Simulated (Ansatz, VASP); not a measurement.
# One calculation of ZrTaZn4, two programs

```
Zr Ta Zn
1.0
     0.00000    3.46638    3.46638
     3.46638    0.00000    3.46638
     3.46638    3.46638    0.00000
Zr Ta Zn
1 1 4
Direct
  0.25000 0.25000 0.25000
  0.00000 0.00000 0.00000
  0.62577 0.12269 0.62577
  0.62577 0.62577 0.12269
  0.62577 0.62577 0.62577
  0.12269 0.62577 0.62577
```

Alike in both runs: task single point; functional PBE; k mesh 4 × 4 × 4; occupations gaussian, width 0.1 eV; no spin polarisation.

```csv
,VASP,Ansatz
version,VASP 6.6.1,Ansatz 0.2.0
potentials or method,"VASP PAW PBE potentials, release 64 (Zr_sv, Ta_pv, Zn)","scalar-relativistic, plane waves, PAW"
plane-wave cutoff (eV),520,420
valence electrons in the cell,71,73
```

|  | VASP | Ansatz | Ansatz less VASP |
| --- | --- | --- | --- |
| gap on the k mesh at the Fermi level (eV) | none | none | - |
| pressure (GPa) | 23.6 | 22.9 | -0.64 |
| rms of the force components (eV/Å) | 0.087 | 0.084 | -0.0032 |

Atom by atom the forces differ by 0.003 eV/Å (rms over components). A gap of «none» marks a metal or a gap that the smearing closes. The two sets of potentials don't hold the same shells in valence.

Caveats: the k mesh is coarse (spacing up to 0.39 Å⁻¹), so the values aren't converged; so large a pressure means that the cell lies far from this level's equilibrium, or that cutoff or potentials fall short (VASP). The runs have no spin-orbit coupling, so splittings on Ta are missing.
